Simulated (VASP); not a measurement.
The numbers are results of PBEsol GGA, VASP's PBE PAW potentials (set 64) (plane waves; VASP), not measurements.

VASP input:

INCAR:
```
ALGO = Normal
EDIFF = 1E-6
ENCUT = 400
GGA = PS
ISIF = 2
ISMEAR = -1
ISPIN = 2
LASPH = T
LCHARG = F
LMAXMIX = 6
LORBIT = 11
LREAL = F
LWAVE = F
NELM = 100
PREC = Accurate
SIGMA = 0.05
SYSTEM = HoBi2BrO4
```

File KPOINTS:
```
Automatic mesh
0
gamma
 3 3 2
0 0 0
```

### POSCAR
```
HoBi2BrO4
3.905550
  1.0000000000   0.0000000000   0.0000000000
  0.0000000000   1.0000000000   0.0000000000
  0.0000000000   0.0000000000   2.3914608698
Ho Bi Br O
1 2 1 4
Cartesian
  0.0180900000  -0.0015430000  -0.0097475945
  0.4915580000   0.4939760000   0.6558342289
  0.5035650000   0.5000580000   1.7558081791
 -0.0104440000  -0.0019000000   1.1810301249
 -0.0137340000   0.4920150000   0.3416106194
  0.0002490000   0.5082450000   2.0530930713
  0.5026820000   0.0061880000   0.3485960766
  0.5080330000   0.0029620000   2.0438883384
```

POTCAR, in this order: Ho Bi_d Br O (PBE.64 set). Program: vasp_std. The INCAR's line for the spin-polarised start is left out here.

### Question
What will the output report for the number of irreducible k-points (NKPTS), largest plane-wave count, number of space-group operations, FFT grid (NGX, NGY, NGZ)?

### Answer

```yaml
number of irreducible k-points (NKPTS): 10
largest_plane_wave_count: 2599
number_of_space_group_operations: 1
FFT grid (NGX, NGY, NGZ): 28 × 28 × 64
```

The structure comes from a computed database's HoBi2BrO4 entry; how it stands against other phases isn't given here. The cell was not relaxed at this level, atoms are displaced from their ideal sites. The k-mesh is coarse (spacing up to 0.54 per Å, 2π included), so the numbers may not be converged in it.
